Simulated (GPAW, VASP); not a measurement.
Equation of state of AlFe3B under PBEsol

```xyz
5
Lattice="3.8223 0.0000 0.0000 0.0000 3.8223 0.0000 0.0000 0.0000 3.8223" Properties=species:S:1:pos:R:3 pbc="T T T"
Fe    0.0000    0.0000    1.9112
Fe    0.0000    1.9112    0.0000
Fe    1.9112    0.0000    0.0000
Al    1.9112    1.9112    1.9112
B     0.0000    0.0000    0.0000
```

The cell comes from a database or a generator and needn't be the stable form of this composition.

The cell was scaled at fixed shape and fractions and run with GPAW, PAW data sets generated for this functional, cutoff 800 eV; PBEsol, k mesh 7 × 7 × 7 on the cell of 5 atoms, fermi-dirac occupations of 0.05 eV, collinear spin, ferromagnetic start, no spin-orbit coupling. Energies are those that the program minimises, any entropy of the smearing included. For a metal such a mesh isn't converged to the digits shown. The magnetic state is the one that the start led to, which needn't be the lowest.

```csv
V (Å³/atom),energy over the lowest row (meV/atom)
10.4988,9.41
10.7222,1.47
10.9456,0.00
11.1689,4.37
11.3923,?
11.6157,28.22
11.8391,46.52
```

Question: Fit the third-order Birch-Murnaghan form, give V0, B0 and B′, and predict the energy left open.

Answer: With y = (V0/V)^(2/3), E = E0 + (9 V0 B0/16) [(y - 1)³ B′ + (y - 1)² (6 - 4y)]. Least squares through the rows shown give V0 = 10.8855 Å³/atom, E0 = -0.21 meV, B0 = 209.8 GPa (1 eV/Å³ = 160.218 GPa) and B′ = 4.62, with a largest miss of 0.03 meV. At V = 11.3923 the form with these constants gives 13.98 meV; the run gave 13.99 meV an atom. Other set-ups at this level, from all their volumes (Å³/atom, GPa): VASP, PBE PAW files Al, B, Fe, 520 eV (made for PBE): V0 10.772, B0 211.6.
